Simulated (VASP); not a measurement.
Method: PBE GGA, VASP's PBE PAW potentials (set 64) (plane waves; VASP 6.6.1).

The input files of a VASP run:

**POSCAR**
```
PtAl2
1
    0.0000000000     3.0211920000     3.0211920000
    3.0211920000     0.0000000000     3.0211920000
    3.0211920000     3.0211920000     0.0000000000
Al Pt
2 1
Direct
  0.2500000000   0.2500000000   0.2500000000
  0.7500000000   0.7500000000   0.7500000000
  0.0000000000   0.0000000000   0.0000000000
```

KPOINTS:
```
Automatic mesh
0
Gamma
13 13 13
0 0 0
```

INCAR:
```
ALGO = Normal
EDIFF = 1E-6
ENCUT = 300
GGA = PE
ISIF = 2
ISMEAR = -1
LASPH = .TRUE.
LCHARG = .FALSE.
LMAXMIX = 6
LREAL = .FALSE.
LWAVE = .FALSE.
NELM = 100
PREC = Accurate
SIGMA = 0.136
SYSTEM = PtAl2
```

POTCAR, in this order: Al Pt (PBE.64 set). Program: vasp_std.

The resulting files:

File OSZICAR:
```
       N       E                     dE             d eps       ncg     rms          rms(c)
DAV:   1     0.289168271960E+02    0.28917E+02   -0.47147E+03  2156   0.695E+02
DAV:   2    -0.155595575910E+02   -0.44476E+02   -0.39580E+02  2468   0.142E+02
DAV:   3    -0.167586439750E+02   -0.11991E+01   -0.11865E+01  2572   0.231E+01
DAV:   4    -0.167680615093E+02   -0.94175E-02   -0.94141E-02  2376   0.242E+00
DAV:   5    -0.167682032220E+02   -0.14171E-03   -0.14171E-03  2544   0.303E-01    0.770E+00
DAV:   6    -0.163564967776E+02    0.41171E+00   -0.24861E+00  2340   0.152E+01    0.210E+00
DAV:   7    -0.162739465769E+02    0.82550E-01   -0.22935E-01  2240   0.476E+00    0.158E+00
DAV:   8    -0.162451249270E+02    0.28822E-01   -0.36820E-02  2268   0.186E+00    0.261E-01
DAV:   9    -0.162450974846E+02    0.27442E-04   -0.20825E-03  2412   0.441E-01    0.170E-01
DAV:  10    -0.162452780569E+02   -0.18057E-03   -0.33877E-04  2204   0.148E-01    0.191E-02
DAV:  11    -0.162452762400E+02    0.18169E-05   -0.20359E-05  2444   0.455E-02    0.901E-03
DAV:  12    -0.162452789676E+02   -0.27276E-05   -0.67806E-06  2140   0.187E-02    0.208E-03
DAV:  13    -0.162452789032E+02    0.64407E-07   -0.41483E-07  1576   0.650E-03
   1 F= -.16245279E+02 E0= -.16208053E+02  d E =-.744520E-01
```

File OUTCAR:
```
------------------------ aborting loop because EDIFF is reached ----------------------------------------
  FORCE on cell =-STRESS in cart. coord.  units (eV):
  Direction    XX          YY          ZZ          XY          YZ          ZX
  --------------------------------------------------------------------------------------
  Total       -2.0216870     -2.0216870     -2.0216870      0.0000000      0.0000000      0.0000000
  in kB      -58.7299370    -58.7299370    -58.7299370      0.0000000      0.0000000      0.0000000
  external PRESSURE =     -58.7299370 kB  Pullay stress =       0.0000000 kB
  volume of cell :       55.15
      direct lattice vectors                 reciprocal lattice vectors
     0.000000000  3.021192000  3.021192000    -0.165497592  0.165497592  0.165497592
     3.021192000  0.000000000  3.021192000     0.165497592 -0.165497592  0.165497592
     3.021192000  3.021192000  0.000000000     0.165497592  0.165497592 -0.165497592
 POSITION                                       TOTAL-FORCE (eV/Angst)
 -----------------------------------------------------------------------------------
      1.51060      1.51060      1.51060        -0.000000     -0.000000     -0.000000
      4.53179      4.53179      4.53179         0.000000      0.000000      0.000000
      0.00000      0.00000      0.00000        -0.000000      0.000000     -0.000000
 -----------------------------------------------------------------------------------
    total drift:                               -0.000000      0.000000      0.000000
  FREE ENERGIE OF THE ION-ELECTRON SYSTEM (eV)
  ---------------------------------------------------
  free  energy   TOTEN  =       -16.2452789032 eV

  energy  without entropy=      -16.1708269521  energy(sigma->0) =      -16.20805293
```
(Selected blocks of OUTCAR.)

OUTCAR:
```
 val. band max:        7.1316910978   @ k =   0.3846   0.2308   0.0000

 cond. band min:       7.1566044117   @ k =  -0.4615   0.1538   0.0769


 Fermi energy:         7.1525437001

 k-point     1 :       0.0000    0.0000    0.0000
  band No.  band energies     occupation
      1      -2.6311      2.00000
      2       2.4299      2.00000
      3       2.4299      2.00000
      4       2.4299      2.00000
      5       3.7109      2.00000
      6       3.7109      2.00000
      7       9.6012      0.00000
      8      10.9150      0.00000
      9      10.9150      0.00000
     10      10.9150      0.00000
     11      12.1870      0.00000
     12      12.1870      0.00000

 k-point     2 :       0.0769    0.0000    0.0000
  band No.  band energies     occupation
      1      -2.5536      2.00000
      2       2.3785      2.00000
      3       2.4559      2.00000
      4       2.4559      2.00000
      5       3.7024      2.00000
      6       3.7024      2.00000
      7       9.4611      0.00000
      8      10.0547      0.00000
      9      10.6360      0.00000
     10      10.6360      0.00000
     11      12.4913      0.00000
     12      12.4913      0.00000

 k-point     3 :       0.1538    0.0000    0.0000
  band No.  band energies     occupation
      1      -2.3242      2.00000
      2       2.2385      2.00000
      3       2.5254      2.00000
      4       2.5254      2.00000
      5       3.6851      2.00000
      6       3.6851      2.00000
      7       8.1104      0.00175
      8      10.0899      0.00000
      9      10.0899      0.00000
     10      10.1040      0.00000
     11      12.7061      0.00000
     12      12.7243      0.00000

 k-point     4 :       0.2308    0.0000    0.0000
  band No.  band energies     occupation
      1      -1.9529      2.00000
      2       2.0434      2.00000
      3       2.6138      2.00000
      4       2.6138      2.00000
      5       3.6867      2.00000
      6       3.6867      2.00000
...
```

At this cut-off the stress carries a Pulay error, which pulls relaxed volumes low. Unless said otherwise, spin-orbit coupling is left out, though it shifts the bands of the heavy elements here.

The structure is a typed PtAl2 crystal. The cell was not relaxed at this level.
